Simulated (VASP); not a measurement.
OSZICAR of a VASP run on BBi (relaxed from the NiAs type structure, space group P6_3/mmc):

**OSZICAR**
```
       N       E                     dE             d eps       ncg     rms          rms(c)
DAV:   1     0.367915906895E+03    0.36792E+03   -0.21308E+04  1854   0.234E+03
DAV:   2     0.153253450793E+02   -0.35259E+03   -0.34804E+03  1878   0.537E+02
DAV:   3    -0.172755351038E+02   -0.32601E+02   -0.31873E+02  2268   0.167E+02
DAV:   4    -0.183937863013E+02   -0.11183E+01   -0.11074E+01  2192   0.315E+01
DAV:   5    -0.184412277589E+02   -0.47441E-01   -0.47426E-01  2670   0.620E+00    0.408E+00
DAV:   6    -0.175761785574E+02    0.86505E+00   -0.27146E+00  2482   0.110E+01    0.138E+00
DAV:   7    -0.175497081626E+02    0.26470E-01   -0.28772E-01  2502   0.269E+00    0.671E-01
DAV:   8    -0.175431314707E+02    0.65767E-02   -0.21935E-02  2394   0.161E+00    0.111E-01
DAV:   9    -0.175425537501E+02    0.57772E-03   -0.24523E-03  2500   0.467E-01    0.416E-02
DAV:  10    -0.175425321819E+02    0.21568E-04   -0.46738E-04  2400   0.213E-01    0.153E-02
DAV:  11    -0.175425293125E+02    0.28693E-05   -0.57756E-05  2474   0.742E-02    0.498E-03
DAV:  12    -0.175425279563E+02    0.13562E-05   -0.38309E-06  1796   0.132E-02    0.501E-04
DAV:  13    -0.175425279009E+02    0.55437E-07   -0.24470E-07  1122   0.550E-03
   1 F= -.94017709E+01 E0= -.94023286E+01  d E =-.940177E+01
       N       E                     dE             d eps       ncg     rms          rms(c)
DAV:   1    -0.245745053778E+02   -0.70320E+01   -0.19701E+02  2214   0.202E+02    0.157E+01
DAV:   2    -0.173891096881E+02    0.71854E+01   -0.15560E+01  2226   0.842E+01    0.597E+00
DAV:   3    -0.162802243714E+02    0.11089E+01   -0.44596E+00  2522   0.365E+01    0.692E-01
DAV:   4    -0.162993880173E+02   -0.19164E-01   -0.28690E-01  2030   0.397E+00    0.373E-01
DAV:   5    -0.163054966125E+02   -0.61086E-02   -0.12698E-02  2550   0.114E+00    0.251E-01
DAV:   6    -0.163127144775E+02   -0.72179E-02   -0.10033E-02  2434   0.939E-01    0.702E-02
DAV:   7    -0.163127353440E+02   -0.20866E-04   -0.30743E-03  2534   0.307E-01    0.400E-02
DAV:   8    -0.163126983014E+02    0.37043E-04   -0.41055E-04  2084   0.127E-01    0.135E-02
DAV:   9    -0.163126950846E+02    0.32169E-05   -0.61065E-05  1908   0.353E-02    0.228E-03
DAV:  10    -0.163126953301E+02   -0.24557E-06   -0.18879E-06  1574   0.103E-02
   2 F= -.92930830E+01 E0= -.92923815E+01  d E =0.108688E+00
       N       E                     dE             d eps       ncg     rms          rms(c)
DAV:   1    -0.196111848457E+02   -0.32985E+01   -0.76050E+01  2226   0.162E+02    0.810E+00
DAV:   2    -0.176009787772E+02    0.20102E+01   -0.40470E+00  2196   0.353E+01    0.353E+00
DAV:   3    -0.171720842616E+02    0.42889E+00   -0.20382E+00  2446   0.223E+01    0.458E-01
DAV:   4    -0.171732945454E+02   -0.12103E-02   -0.11183E-01  2282   0.377E+00    0.188E-01
DAV:   5    -0.171735260350E+02   -0.23149E-03   -0.10391E-02  2452   0.167E+00    0.189E-01
DAV:   6    -0.171740248803E+02   -0.49885E-03   -0.25993E-03  2030   0.388E-01    0.292E-02
DAV:   7    -0.171740281329E+02   -0.32526E-05   -0.60876E-04  2548   0.205E-01    0.224E-02
DAV:   8    -0.171740069142E+02    0.21219E-04   -0.91446E-05  2342   0.597E-02    0.100E-02
DAV:   9    -0.171740048350E+02    0.20793E-05   -0.24320E-05  2484   0.592E-02    0.852E-04
DAV:  10    -0.171740046913E+02    0.14364E-06   -0.53379E-07  1050   0.582E-03
   3 F= -.95336125E+01 E0= -.95333939E+01  d E =-.131842E+00
       N       E                     dE             d eps       ncg     rms          rms(c)
DAV:   1    -0.171648459160E+02    0.91589E-02   -0.16507E-02  2220   0.215E+00    0.127E-01
DAV:   2    -0.171643517409E+02    0.49418E-03   -0.95813E-04  2208   0.555E-01    0.533E-02
DAV:   3    -0.171642577765E+02    0.93964E-04   -0.41923E-04  2476   0.334E-01    0.587E-03
DAV:   4    -0.171642601085E+02   -0.23320E-05   -0.19809E-05  2200   0.459E-02    0.279E-03
DAV:   5    -0.171642611096E+02   -0.10012E-05   -0.17725E-06  1052   0.225E-02    0.252E-03
DAV:   6    -0.171642620870E+02   -0.97740E-06   -0.95122E-07  1044   0.961E-03
   4 F= -.95336622E+01 E0= -.95334280E+01  d E =-.131891E+00
       N       E                     dE             d eps       ncg     rms          rms(c)
DAV:   1    -0.171653601519E+02   -0.10990E-02   -0.10974E-01  2124   0.276E+00    0.250E-01
DAV:   2    -0.171636042926E+02    0.17559E-02   -0.50444E-03  2458   0.892E-01    0.154E-01
DAV:   3    -0.171627175636E+02    0.88673E-03   -0.20307E-03  2720   0.543E-01    0.252E-02
DAV:   4    -0.171627311615E+02   -0.13598E-04   -0.34137E-04  2040   0.176E-01    0.103E-02
DAV:   5    -0.171627299736E+02    0.11880E-05   -0.93976E-06  2828   0.397E-02    0.341E-03
DAV:   6    -0.171627298804E+02    0.93134E-07   -0.18269E-06  1218   0.156E-02
   5 F= -.95344709E+01 E0= -.95342445E+01  d E =-.808693E-03
       N       E                     dE             d eps       ncg     rms          rms(c)
DAV:   1    -0.171631635189E+02   -0.43355E-03   -0.10487E-01  2130   0.270E+00    0.246E-01
DAV:   2    -0.171614255362E+02    0.17380E-02   -0.48831E-03  2470   0.873E-01    0.150E-01
DAV:   3    -0.171605777007E+02    0.84784E-03   -0.19395E-03  2734   0.522E-01    0.264E-02
DAV:   4    -0.171605891653E+02   -0.11465E-04   -0.32781E-04  2058   0.168E-01    0.102E-02
DAV:   5    -0.171605879250E+02    0.12403E-05   -0.91336E-06  2808   0.392E-02    0.347E-03
DAV:   6    -0.171605878609E+02    0.64090E-07   -0.21120E-06  1242   0.166E-02
   6 F= -.95347098E+01 E0= -.95343220E+01  d E =-.104762E-02
```

Question: Which electronic solver shows in the log?

Answer: It is blocked Davidson (ALGO = Normal, or the opening steps of other solvers). The INCAR had ALGO = Normal.

Question: Can the final energy be trusted as converged?

Answer: The run converged. It stopped with EDIFF = 1E-6, NELM = 100, NSW = 40 and EDIFFG = -0.02 after 6 ionic steps (PBEsol GGA, plane waves, VASP's PBE PAW potentials (set 64)). Energy and stress use the plane-wave basis of the starting cell.

The structure was generated: BBi was put into the NiAs type type (P6_3/mmc), which need not be its known phase. This run relaxes it under an external pressure of 20 GPa. Symmetry was kept, so distortions that lower it aren't found.
